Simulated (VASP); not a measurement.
Consider the following.

```yaml
crystal:
  lattice:
    - [0.00000, 3.45286, 3.45286]
    - [3.45286, 0.00000, 3.45286]
    - [3.45286, 3.45286, 0.00000]
  atoms:
    - { symbol: Sb, position: [0.25000, 0.25000, 0.25000] }
    - { symbol: Er, position: [0.00000, 0.00000, 0.00000] }
```

All values below come from PBE GGA, VASP's PBE PAW potentials (set 64) (plane waves; VASP). Run with 400 eV cut-off, 13×13×13 Γ-centred mesh, first-order Methfessel-Paxton smearing of 0.10 eV, potentials Sb Er_3.

The 4f electrons are frozen in the core of the lanthanide potential, so 4f levels, which can set the real gap, and their magnetism are missing.

Task: What does the run give for the energy per atom (σ→0)?

Result: 
```yaml
energy per atom (σ→0): -4.882 eV/atom
```

Total energies compare only between runs with the same potentials, cut-off and functional.

The structure was generated: ErSb was put into the zincblende type (F-43m), which need not be its known phase. The cell was not relaxed at this level. The run is one of a series of settings (KPOINTS 13×13×13 Γ-centred mesh against the base run), some of them coarse on purpose.
